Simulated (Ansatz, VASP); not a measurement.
## Si2O: VASP beside Ansatz

Aim: how closely do two programs agree when they are given the same cell, functional and k mesh? Of the first pair: The structure shown is frame 165 of Ansatz's trajectory.

Program: Ansatz 0.2.0. Level of theory: plane waves, with VASP 6.6.1 beside it; single point at PBE. Results are calculated unless marked as measured.

## 1. Starting point

The cell holds 42 atoms: 28 Si and 14 O. Cell: a = 9.136 Å, b = 9.136 Å, c = 9.136 Å, α = 90.0°, β = 90.0°, γ = 90.0°. Kind glass; density_g_cm3 2.2; melt_temperature_k 3200; route random start, relaxed, short melt, two cooling runs, relaxed.

## 2. Ansatz: dynamics, PBE

Ansatz runs on its PAW soft_1 files.

One frame of this run of dynamics is then solved in both programs, so the motion causes no difference.

Contents of input.yaml:

```yaml
crystal:
  lattice:
    - [9.1363297067, 0.0, 0.0]
    - [0.0, 9.1363297067, 0.0]
    - [0.0, 0.0, 9.1363297067]
  atoms:
    - { symbol: Si, position: [0.39382543, 0.30832436, 0.38447573] }
    - { symbol: Si, position: [0.31841835, 0.96840244, 0.7702789] }
    - { symbol: Si, position: [0.77806047, 0.37791226, 0.60194008] }
    - { symbol: Si, position: [-0.00995279, 0.0155407, 0.79353868] }
    - { symbol: Si, position: [0.81876347, -0.05407905, 0.21618977] }
    - { symbol: Si, position: [0.12500359, 0.08171837, 0.50719547] }
    - { symbol: Si, position: [0.75158376, 0.45152026, 0.16104071] }
    - { symbol: Si, position: [0.89516428, 0.12094901, 0.38838375] }
    - { symbol: Si, position: [0.89072103, 0.38179412, 0.36665938] }
    - { symbol: Si, position: [1.02784907, 0.26859528, 0.81626454] }
    - { symbol: Si, position: [0.40371978, 0.39736044, 0.92460006] }
    - { symbol: Si, position: [0.72667747, 0.80112236, 0.95778538] }
    - { symbol: Si, position: [0.62737119, 0.67816729, 0.619755] }
    - { symbol: Si, position: [0.95018999, 0.72100299, 0.36203214] }
    - { symbol: Si, position: [0.29090413, 0.81126111, 0.98702535] }
    - { symbol: Si, position: [0.98344492, 0.85934804, 0.00945993] }
    - { symbol: Si, position: [0.17125663, 0.84754636, 0.25131525] }
    - { symbol: Si, position: [0.19734369, 0.37333416, 0.09340655] }
    - { symbol: Si, position: [0.00054354, 0.53367919, 0.17554434] }
    - { symbol: Si, position: [1.10392776, 0.63738385, 0.92792196] }
    - { symbol: Si, position: [0.7333945, 1.01232478, 0.80381272] }
    - { symbol: Si, position: [0.61373836, 0.69215179, 0.18197493] }
    - { symbol: Si, position: [0.49230524, 0.64478595, 0.92867139] }
    - { symbol: Si, position: [0.1671981, 0.64214988, 0.51564503] }
    - { symbol: Si, position: [0.67048949, 0.21635428, 1.05563244] }
    - { symbol: Si, position: [0.21608557, 0.31658818, 0.64740844] }
    - { symbol: Si, position: [0.67041265, 0.15707982, 0.52139274] }
    - { symbol: Si, position: [0.36005673, 0.72527232, 0.69961311] }
    - { symbol: O, position: [0.16132036, 0.46648864, 0.55755628] }
    - { symbol: O, position: [0.07461278, 0.2733995, -0.00299157] }
    - { symbol: O, position: [0.10959357, -0.04085984, 0.65537313] }
    - { symbol: O, position: [0.75601792, 0.16345721, 0.9048546] }
    - { symbol: O, position: [0.20298983, -0.01576399, 0.37300241] }
    - { symbol: O, position: [0.28566559, 0.28844734, 0.23421539] }
    - { symbol: O, position: [0.88548359, 0.36717797, 0.74962695] }
    - { symbol: O, position: [0.66284484, 0.67363987, 0.82715743] }
    - { symbol: O, position: [0.67767946, 0.06278987, 0.15539862] }
    - { symbol: O, position: [0.51975127, 0.17635101, 0.41650949] }
    - { symbol: O, position: [0.36237287, 0.35471476, 0.75162316] }
    - { symbol: O, position: [0.62618318, 1.04471, 0.66039418] }
    - { symbol: O, position: [0.50773627, 0.26390411, 0.99162654] }
    - { symbol: O, position: [0.64562392, 0.49512399, 0.62249166] }
kpoints:
  mp_grid: { grid: [1, 1, 1] }
scf:
  occupations: { method: fermi_dirac, width: 0.1 }
  n_extra_bands: 27
hamiltonian:
  xc: pbe
  pseudopotentials: { kind: paw, azcp: { folder: soft_1 } }
output:
  forces: true
basis:
  ecutwfc: 320
md:
  timestep: 1.5
  n_steps: 495
  ensemble: nvt_langevin
  temperature: 3200
  seed: 2
```

Command:

```console
> ansatz run input.yaml --threads 8 --pin off --max-ram 23552MiB --backend cpu --events-out ev --progress --plain --runs-dir out
```

Numbers of over 12 decimals in the logs are rounded to 6 here.

What it wrote:

```text
Warning: md: disabling space-group detection — thermal motion breaks the input geometry's symmetry, so no spatial operation reduces the k-mesh or symmetrises the density; time reversal is kept, so that k and −k are solved as one point where they differ and the mesh holds both, and exact exchange and, on two spinor components, a DFT+U term hold to it where the run has them: on two components no moment then forms, and  [...]
Warning: basis.ecutwfc = 320 eV is below the records' recommended 420 eV, and the density's cutoff is lower with it unless basis.ecutrho_ratio is high enough to keep the records' density cutoff: compare with a run at a higher cutoff
scf.n_extra_bands = 27 over 98 filled bands (N_el = 196.0): the run solves 125 bands
Engine: ansatz 0.2.0, aarch64-unknown-linux-gnu
Pseudopotentials: kind: paw
Pseudopotential: Si, paw, valence charge 4, recommended cutoff 420 eV (normal), soft_1/Si.paw.azcp
Pseudopotential: O, paw, valence charge 6, recommended cutoff 420 eV (normal), soft_1/O.paw.azcp
Functional definition: PBE
  parameter kappa = 0.804
  parameter beta = 0.066725
  exchange = pbe_x(kappa = kappa, mu = beta*pi^2/3)
  correlation = pbe_c(beta = beta)
Crystal: 42 atoms, lattice volume = 762.632 Å³
Basis set: ecut = 320 eV, 9843 PW (Γ), exchange–correlation on 108×108×108 points (8 copies of the dense FFT grid, shifted against one another)
Bands: 125, of which v1, the nominal top of the filled ones, is band 98 counted from 1 (97 counted from 0)
Symmetry: 1 space group operations
k-points: 1
Non-local potential: Si, projectors of the file, l = 0: 2, l = 1: 2, l = 2: 1
Non-local potential: O, projectors of the file, l = 0: 2, l = 1: 2, l = 2: 1
PAW form: soft (Blöchl's): semilocal exchange-correlation on the pseudo side does not see the compensation charge
PAW one-centre angular grid: Si, 110 points (default); XC on 64 Gauss nodes
PAW one-centre angular grid: O, 110 points (default); XC on 64 Gauss nodes
Initial density: superposition of atomic densities (chi_scale 0.1, normalization cell, long waves 79 % of neutral atoms (reshape's long-wave potential 1.79 eV rms, cloud 1.77 Å wide))
Initial wavefunctions: pseudopotential atomic-orbital guess
Functional: x = pbe(κ = 0.804, μ = 0.219515), c = pbe(β = 0.066725)
SCF iter   1: F=—  HF=-25753.084947 eV  |F-HF|=—  |Δ(HF+E_count)|=         —  Δρ=4.90e-2  dr2=4.32e1  ethr=3.10e-3  ⟨swp⟩=9.0  Hψ=668  notcnv=0  defer=3
preconditioner: auto → LDOS  [insulator: Δε(μ)=0.222 eV  Ē_g=7.468 eV  σ=0.100 eV  W_gap=0.50  n_scr=146 (ndim 8)  ℏωp=17.4 eV  f_vac=0.020  D(μ)=7.97/eV (n_scr^D=26)  ε∞_Penn≈6.4  β→1.0]
SCF iter   2: F=—  HF=-25750.479286 eV  |F-HF|=—  |Δ(HF+E_count)|=    2.61e0  Δρ=3.39e-2  dr2=2.75e1  ethr=3.10e-3  ⟨swp⟩=7.0  Hψ=361  notcnv=0  defer=2
preconditioner: auto → Resta (q_TF=auto, 2.175 Å⁻¹)  ε∞=5.8  [insulator: Δε(μ)=0.720 eV  Ē_g=7.939 eV  σ=0.100 eV  W_gap=0.95  n_scr=146 (ndim 8)  ℏωp=17.4 eV  f_vac=0.042  D(μ)=1.32/eV (n_scr^D=0)  ε∞_Penn≈5.8  β→0.5]
SCF iter   3: F=—  HF=-25744.089310 eV  |F-HF|=—  |Δ(HF+E_count)|=    6.39e0  Δρ=1.08e-2  dr2=9.59e-1  ethr=3.10e-3  ⟨swp⟩=5.0  Hψ=300  notcnv=0  defer=2
SCF iter   4: F=—  HF=-25744.044397 eV  |F-HF|=—  |Δ(HF+E_count)|=   4.49e-2  Δρ=6.44e-3  dr2=3.30e-1  ethr=4.89e-4  ⟨swp⟩=3.0  Hψ=259  notcnv=0  defer=2
SCF iter   5: F=—  HF=-25743.990195 eV  |F-HF|=—  |Δ(HF+E_count)|=   5.42e-2  Δρ=1.41e-3  dr2=2.34e-2  ethr=1.68e-4  ⟨swp⟩=2.0  Hψ=232  notcnv=0  defer=2
SCF iter   6: F=—  HF=-25743.992097 eV  |F-HF|=—  |Δ(HF+E_count)|=   1.90e-3  Δρ=6.37e-4  dr2=5.42e-3  ethr=1.19e-5  ⟨swp⟩=2.0  Hψ=228  notcnv=0  defer=2
SCF iter   7: F=—  HF=-25743.994145 eV  |F-HF|=—  |Δ(HF+E_count)|=   2.05e-3  Δρ=3.85e-4  dr2=1.36e-3  ethr=2.76e-6  ⟨swp⟩=2.0  Hψ=192  notcnv=0  defer=2
SCF iter   8: F=—  HF=-25743.994274 eV  |F-HF|=—  |Δ(HF+E_count)|=   1.28e-4  Δρ=1.61e-4  dr2=2.12e-4  ethr=6.94e-7  ⟨swp⟩=2.0  Hψ=215  notcnv=0  defer=2
SCF iter   9: F=—  HF=-25743.994368 eV  |F-HF|=—  |Δ(HF+E_count)|=   9.42e-5  Δρ=5.68e-5  dr2=4.26e-5  ethr=1.08e-7  ⟨swp⟩=2.0  Hψ=217  notcnv=0  defer=2
SCF iter  10: F=—  HF=-25743.993793 eV  |F-HF|=—  |Δ(HF+E_count)|=   5.75e-4  Δρ=1.92e-5  dr2=4.18e-6  ethr=2.17e-8  ⟨swp⟩=2.0  Hψ=212  notcnv=0  defer=2
SCF iter  11: F=—  HF=-25743.994492 eV  |F-HF|=—  |Δ(HF+E_count)|=   6.99e-4  Δρ=1.19e-5  dr2=1.17e-6  ethr=2.13e-9  ⟨swp⟩=2.0  Hψ=225  notcnv=0  defer=2
SCF iter  12: F=—  HF=-25743.994493 eV  |F-HF|=—  |Δ(HF+E_count)|=   6.24e-7  Δρ=6.62e-6  dr2=3.57e-7  ethr=5.96e-10  ⟨swp⟩=2.0  Hψ=221  notcnv=0  defer=2
[...]
SCF iter   2: F=—  HF=-25733.959491 eV  |F-HF|=—  |Δ(HF+E_count)|=   1.85e-4  Δρ=3.16e-4  dr2=8.75e-4  ethr=9.16e-7  ⟨swp⟩=2.0  Hψ=242  notcnv=0  defer=1
SCF iter   3: F=—  HF=-25733.959310 eV  |F-HF|=—  |Δ(HF+E_count)|=   1.81e-4  Δρ=9.74e-5  dr2=7.92e-5  ethr=4.46e-7  ⟨swp⟩=2.0  Hψ=222  notcnv=0  defer=1
SCF iter   4: F=—  HF=-25733.959048 eV  |F-HF|=—  |Δ(HF+E_count)|=   2.62e-4  Δρ=2.55e-5  dr2=5.72e-6  ethr=4.04e-8  ⟨swp⟩=2.0  Hψ=221  notcnv=0  defer=1
SCF iter   5: F=—  HF=-25733.959729 eV  |F-HF|=—  |Δ(HF+E_count)|=   6.82e-4  Δρ=6.03e-6  dr2=2.43e-7  ethr=2.92e-9  ⟨swp⟩=2.0  Hψ=213  notcnv=0  defer=1
SCF iter   6: F=—  HF=-25733.959730 eV  |F-HF|=—  |Δ(HF+E_count)|=   5.32e-8  Δρ=2.33e-6  dr2=6.76e-8  ethr=2.14e-11  ⟨swp⟩=5.0  Hψ=490  notcnv=0
SCF iter   7: F=-25733.959730 eV  HF=-25733.959730 eV  |F-HF|=2.31e-9  |Δ(HF+E_count)|=   7.14e-9  Δρ=7.15e-7  dr2=6.77e-9  ethr=2.14e-11  ⟨swp⟩=4.0  Hψ=410  notcnv=0
SCF 68 converged in 7 iterations: F = -25733.959730 eV  dr2 = 6.77e-9
md step    67: t =   100.50 fs  T =  1739.1 K  F+E_penalty+E_count = -25733.95972953 eV  E_kin = 9.441636 eV  (7 SCF iters)
[...]
md step    68: t =   102.00 fs  T =  1800.0 K  F+E_penalty+E_count = -25734.19683121 eV  E_kin = 9.771891 eV  (8 SCF iters)
[...]
md step    69: t =   103.50 fs  T =  1860.0 K  F+E_penalty+E_count = -25734.51045438 eV  E_kin = 10.097690 eV  (7 SCF iters)
[...]
md step    70: t =   105.00 fs  T =  1801.5 K  F+E_penalty+E_count = -25734.71463900 eV  E_kin = 9.780460 eV  (9 SCF iters)
[...]
md step    71: t =   106.50 fs  T =  1916.7 K  F+E_penalty+E_count = -25734.75179046 eV  E_kin = 10.405844 eV  (8 SCF iters)
[...]
md step    72: t =   108.00 fs  T =  1804.1 K  F+E_penalty+E_count = -25734.58694544 eV  E_kin = 9.794318 eV  (7 SCF iters)
SCF iter   1: F=—  HF=-25734.273611 eV  |F-HF|=—  |Δ(HF+E_count)|=         —  Δρ=5.87e-4  dr2=2.11e-3  ethr=8.80e-6  ⟨swp⟩=3.0  Hψ=384  notcnv=0  defer=2
preconditioner: auto → LDOS  [metal: Δε(μ)=0.171 eV  Ē_g=7.591 eV  σ=0.100 eV  W_gap=0.40  n_scr=146 (ndim 8)  ℏωp=17.4 eV  f_vac=0.043  D(μ)=11.48/eV (n_scr^D=56)  β→1.0]
SCF iter   2: F=—  HF=-25734.273401 eV  |F-HF|=—  |Δ(HF+E_count)|=   2.10e-4  Δρ=3.10e-4  dr2=1.00e-3  ethr=1.08e-6  ⟨swp⟩=2.0  Hψ=243  notcnv=0  defer=2
SCF iter   3: F=—  HF=-25734.273154 eV  |F-HF|=—  |Δ(HF+E_count)|=   2.47e-4  Δρ=4.73e-5  dr2=2.08e-5  ethr=5.12e-7  ⟨swp⟩=2.0  Hψ=221  notcn
```

Reading the cycles: dr2 is the Hartree energy of the density residual (eV), the measure of convergence; HF is the Harris–Foulkes estimate of the energy, which meets the free energy F at convergence.

## 3. VASP: single point, PBE, pair 1

The same cell, functional, mesh and smearing now go to VASP, with its own data sets.

Lines of VASP's logs that name or quote its potential files are left out, and so is its time.

Contents of INCAR:

```
SYSTEM = Si2O
PREC = Accurate
ENCUT = 520
EDIFF = 1E-06
NELM = 120
ISMEAR = -1
SIGMA = 0.1
LREAL = Auto
ALGO = Normal
GGA = PE
NBANDS = 128
LORBIT = 11
LWAVE = .FALSE.
LCHARG = .FALSE.
ISIF = 2
LASPH = .TRUE.
GGA_COMPAT = .FALSE.
NCORE = 2
```

Contents of POSCAR:

```
Si2O
1.0
    9.1363297067      0.0000000000      0.0000000000
    0.0000000000      9.1363297067      0.0000000000
    0.0000000000      0.0000000000      9.1363297067
Si O
28 14
Direct
    0.3241496416      0.3495980446      0.4197251110
    0.3062056745      0.0691226470      0.7658279883
    0.7991256045      0.4680839174      0.6219105683
    0.9623320293      0.9728064761      0.7226769624
    0.7856723904      0.9450015470      0.2788397619
    0.2102918854      0.1014117298      0.5067283196
    0.6644597114      0.5032084160      0.1755540848
    0.8757710434      0.1968594674      0.4865863145
    0.7840153793      0.3748476806      0.3664721072
    0.9688459463      0.2285174755      0.8066161398
    0.3651620626      0.4087911798      0.9427362274
    0.7570341945      0.7335895502      0.8893258300
    0.4995351686      0.5537847432      0.5756630035
    0.0345161901      0.7429471372      0.2259448888
    0.2502947106      0.7295026793      0.8305858308
    0.0151198892      0.9222190169      0.9661346504
    0.1967045912      0.9098684337      0.1234587669
    0.1714908558      0.4280836097      0.0929153202
    0.9333378917      0.5131875874      0.1159175549
    0.0137162621      0.6806040499      0.9201327305
    0.7364438693      0.9781621600      0.8246056394
    0.5768634856      0.7370802298      0.1906570862
    0.5083873009      0.6093266310      0.9588418196
    0.0415541046      0.6439914264      0.5266013984
    0.6307990391      0.2060051531      0.0820297994
    0.1799716136      0.3428867062      0.6511115723
    0.6202426118      0.0931794306      0.4997005523
    0.2965097678      0.7943852984      0.5759202184
    0.1096158996      0.4692713746      0.5015813951
    0.0817892988      0.2984008992      0.9815367872
    0.0188488163      0.9589098673      0.5737114540
    0.6954509310      0.0839964214      0.9581532498
    0.2861900877      0.0051045662      0.2098503515
    0.2536524047      0.3631612591      0.2272687246
    0.8352538979      0.3719292220      0.7818560877
    0.6188489450      0.6488069269      0.8335334039
    0.6718770225      0.0777292439      0.2132006027
    0.4642799829      0.1941031089      0.4614952760
    0.3062176049      0.4072012635      0.7599548421
    0.5807842066      0.0423567566      0.6610409425
    0.4829149277      0.2636543423      0.0313424868
    0.6031743793      0.4575915203      0.6665067041
```

Contents of KPOINTS:

```
Automatic mesh
0
Gamma
1 1 1
0 0 0
```

PAW data sets: Si and O (PBE family, release 64).

Command:

```console
> mpirun -np 8 vasp_gam
```

What it wrote:

```text
[banner, memory and clock lines left out]
running    8 mpi-ranks, on    1 nodes
[...]
LDA part: xc-table for (Slater+PW92), standard interpolation
 POSCAR, INCAR and KPOINTS ok, starting setup
[...]
entering main loop
       N       E                     dE             d eps       ncg     rms          rms(c)
DAV:   1     0.142633289277E+04    0.14263E+04   -0.98041E+04   256   0.140E+03
DAV:   2    -0.883615308852E+02   -0.15147E+04   -0.14355E+04   320   0.287E+02
DAV:   3    -0.260776848688E+03   -0.17242E+03   -0.16930E+03   312   0.991E+01
DAV:   4    -0.265818819245E+03   -0.50420E+01   -0.49807E+01   312   0.182E+01
[...]
DAV:  18    -0.237563803725E+03   -0.29575E-05   -0.23546E-05   320   0.160E-02    0.714E-03
DAV:  19    -0.237563804959E+03   -0.12341E-05   -0.89943E-06   296   0.975E-03    0.381E-03
DAV:  20    -0.237563805683E+03   -0.72450E-06   -0.30009E-06   224   0.581E-03
   1 F= -.23756381E+03 E0= -.23740601E+03  d E =-.315600E+00
```

From OUTCAR (step 3):

```text
  Total       -1.0949251     -5.4098011      6.9861909      9.6064107      3.9216150     -3.5714676
  in kB       -2.3002747    -11.3651871     14.6769474     20.1816394      8.2387296     -7.5031220
  external PRESSURE =       0.3371618 kB  Pullay stress =       0.0000000 kB

 POSITION                                       TOTAL-FORCE (eV/Angst)
 -----------------------------------------------------------------------------------
      2.96154      3.19404      3.83475         0.601046     -1.222525     -1.360150
      2.79760      0.63153      6.99686         0.012690     -1.335621     -0.342317
      7.30107      4.27657      5.68198        -0.391410     -1.233802      1.334929
      8.79218      8.88788      6.60261        -2.067701      1.613347      6.743119
      7.17816      8.63385      2.54757        -0.936626      0.020023      0.670420
      1.92130      0.92653      4.62964         0.128772     -0.476146     -0.142630
      6.07072      4.59748      1.60392         1.254274     -1.240305      0.208676
      8.00133      1.79857      4.44561         0.378512     -1.709185      0.330758
      7.16302      3.42473      3.34821        -0.583131      1.212327     -0.670545
      8.85170      2.08781      7.36951         1.807219      3.630489      0.294052
      3.33624      3.73485      8.61315         1.306259     -1.070410     -0.690715
      6.91651      6.70232      8.12517         3.073474      2.465249      1.575802
      4.56392      5.05956      5.25945        -3.427721      1.748240     -2.970987
      0.31535      6.78781      2.06431        -1.425513     -1.282401      0.699972
[...]
-----------------------------------------------------------------------------------
    total drift:                                0.002013     -0.005708     -0.010331

  FREE ENERGIE OF THE ION-ELECTRON SYSTEM (eV)
  ---------------------------------------------------
  free  energy   TOTEN  =      -237.5638056832 eV

  energy  without entropy=     -237.2482055646  energy(sigma->0) =     -237.40600562

[... 3 further parts left out ...]
[key lines of the parts left out:]
E-fermi :   4.3788
```

The gap is under twice the smearing width, so the edge states are partly filled and the run can't tell a small gap from a semimetal.

## 4. Side by side

Known differences besides the potentials themselves: the cutoff is 320 eV in Ansatz and 520 eV in VASP (PREC = Accurate, projectors in real space); Ansatz's log warns that its cutoff lies below the recommended one. Total energies have different zeros and are not compared.

Forces on 7 of the 42 atoms, those with the largest forces and the largest differences (eV/Å; atoms numbered as in POSCAR):

```
atom          Ansatz x, y, z            VASP x, y, z
 Si4    -2.009, 1.594, 6.597    -2.068, 1.613, 6.743
Si13   -3.355, 1.699, -2.933   -3.428, 1.748, -2.971
Si17  -3.508, -4.404, -3.786  -3.622, -4.515, -3.885
 O31   3.016, -0.895, -6.904   3.087, -0.898, -7.035
 O33     4.956, 4.682, 4.249     5.042, 4.774, 4.349
 O34    2.258, -1.153, 5.436    2.282, -1.158, 5.492
 O41   -4.443, 1.838, -2.181   -4.545, 1.899, -2.216
```

The forces differ by 41 meV/Å r.m.s., which is 2.0 % of the r.m.s. force of 2.038 eV/Å (both taken over all components).

[end of part 1 of 3]

[Lines on the potential files, build, host, timing and source positions are cut from VASP's logs without a mark.]

[Logs are printed without paths, hosts, clocks, repeated set-up lines and the standing remarks that a program may print on its own settings, such as how far it seeks lower states.]

[Hosts, paths, dates, database ids (printed as entryN), source tags and the programs' standing remarks are cut or masked in the printed files.]
